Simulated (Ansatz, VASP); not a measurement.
One calculation of Sr2Hf, two programs

```
Sr Hf
1.0
     3.67551    0.00000    0.00000
    -1.83776    3.18309    0.00000
     0.00000    0.00000   18.64849
Sr Hf
4 2
Direct
  0.33333 0.66667 0.59980
  0.66667 0.33333 0.09980
  0.33333 0.66667 0.90020
  0.66667 0.33333 0.40020
  0.33333 0.66667 0.25000
  0.66667 0.33333 0.75000
```

Alike in both runs: functional PBE; k mesh 6 × 6 × 2; occupations gaussian, width 0.1 eV; no spin polarisation.

Ansatz relaxed the structure, and its values are those at the end. VASP's run is a single point on that final structure, the one shown.

```csv
,VASP,Ansatz
version,VASP 6.6.1,Ansatz 0.2.0
potentials or method,"VASP PAW PBE potentials, release 64 (Sr_sv, Hf_pv)","scalar-relativistic, plane waves, PAW"
plane-wave cutoff (eV),520,420
valence electrons in the cell,60,92
```

|  | VASP | Ansatz | Ansatz less VASP |
| --- | --- | --- | --- |
| gap on the k mesh at the Fermi level (eV) | none | none | - |
| pressure (GPa) | -0.1 | -0.1 | 0.00 |
| rms of the force components (eV/Å) | 0.003 | 0.004 | +0.0013 |

A gap of «none» marks a metal or a gap that the smearing closes. The two sets of potentials don't hold the same shells in valence.

Spin-orbit coupling is left out, which matters for the levels of Hf.
